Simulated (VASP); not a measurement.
VASP runs on TiS2 (space group P-3m1) share one base input (PBE GGA, plane waves, VASP's PBE PAW potentials (set 64)) and change the settings named in each case.

### INCAR
```
# general
SYSTEM  = TiS2
PREC    = Accurate
ENCUT   = 300
LREAL   = F
LASPH   = T

# electronic loop
EDIFF   = 1E-6
NELM    = 100
ALGO    = Normal
LMAXMIX = 4

# smearing
ISMEAR  = -1
SIGMA   = 0.1

# functional
GGA     = PE

# ions
ISIF    = 2

# output
LWAVE   = F
LCHARG  = F
```

**POSCAR**
```
TiS2
1
    1.6698770000    -2.8923120000     0.0000000000
    1.6698770000     2.8923120000     0.0000000000
    0.0000000000     0.0000000000     5.5825800000
Ti S
1 2
Direct
  0.0000000000   0.0000000000   0.0000000000
  0.3333330000   0.6666670000   0.2500000000
  0.6666670000   0.3333330000   0.7500000000
```

**KPOINTS**
```
Automatic
0
gamma
11 11 6
0 0 0
```

POTCAR, in this order: Ti_sv S (PBE.64 set). Program: vasp_std.

```csv
change,E(σ→0) (eV/atom),pressure (GPa),−TS (eV)
base run,-6.6095,7.02,-0.0176
GGA = PS,-7.0350,2.63,-0.0187
KPOINTS 5×5×3 Γ-centred mesh,-6.5906,7.15,-0.0350
"LDAU = .TRUE., LDAUJ = 0 0, LDAUL = 2 -1, LDAUTYPE = 2, LDAUU = 4.0 0",-5.6770,11.76,-0.0079
```
 Energies of different potentials or functionals have different zeros.  At 300 eV the pressure can carry a Pulay error.

Left out are runs that ran out of time, are held back, or changed the cell or the kind of run, fixed moments of cells without a moment, rows past the twelfth, gaps on odd meshes, pressures of charged cells and columns that move by less than the noise.

The structure is a typed TiS2 crystal. The cell was not relaxed at this level, its lattice was scaled by up to 2.5 %.
